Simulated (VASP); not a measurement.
VASP runs on PbTe (rock salt) share one base input (PBE GGA, plane waves, VASP's PBE PAW potentials (set 64)) and change the settings named in each case.

### POSCAR
```
PbTe
3.29460
  0.0000000000   1.0000000000   1.0000000000
  1.0000000000   0.0000000000   1.0000000000
  1.0000000000   1.0000000000   0.0000000000
Te Pb
1 1
Direct
  0.5000000000   0.5000000000   0.5000000000
  0.0000000000   0.0000000000   0.0000000000
```

**KPOINTS**
```
K-points
0
Gamma
  6 6 6
```

### INCAR
```
# general
SYSTEM  = PbTe
PREC    = Accurate
ENCUT   = 400   # plane-wave cut-off (eV)
LREAL   = .False.
LASPH   = .True.

# electronic loop
EDIFF   = 1E-6   # SCF stop (eV)
NELM    = 100   # most electronic steps
ALGO    = Normal   # blocked Davidson
LMAXMIX = 4   # l cut-off of mixed one-centre charges

# smearing
ISMEAR  = 0   # Gaussian
SIGMA   = 0.05

# functional
GGA     = PE   # PBE

# ions
ISIF    = 2   # forces and stress, cell fixed

# output
LWAVE   = .False.
LCHARG  = .False.
```

POTCAR, in this order: Te Pb_d (PBE.64 set). Program: vasp_std.

| change | E(σ→0) (eV/atom) | −TS (eV) |
|---|---|---|
| base run | -3.7616 | 0.0000 |
| ISMEAR = -1, SIGMA = 0.1 | -3.7615 | -0.0009 |
| SIGMA = 0.01 | -3.7616 | 0.0000 |
| ISMEAR = 2, SIGMA = 0.3 | -3.7618 | 0.0051 |
| SIGMA = 0.5 | -3.7597 | -0.0133 |
| ISMEAR = 2, SIGMA = 0.5 | -3.7605 | 0.0084 |
| ISMEAR = -5, SIGMA removed | -3.7616 | 0.0000 |
| ISMEAR = -4, SIGMA removed | -3.7616 | 0.0000 |
 Unless said otherwise, spin-orbit coupling is left out, though it shifts the bands of the heavy elements here.

Left out are runs that ran out of time, are held back, or changed the cell or the kind of run, fixed moments of cells without a moment, rows past the twelfth, gaps on odd meshes, pressures of charged cells and columns that move by less than the noise.

The compound is PbTe in the rock salt structure. The cell was not relaxed at this level.
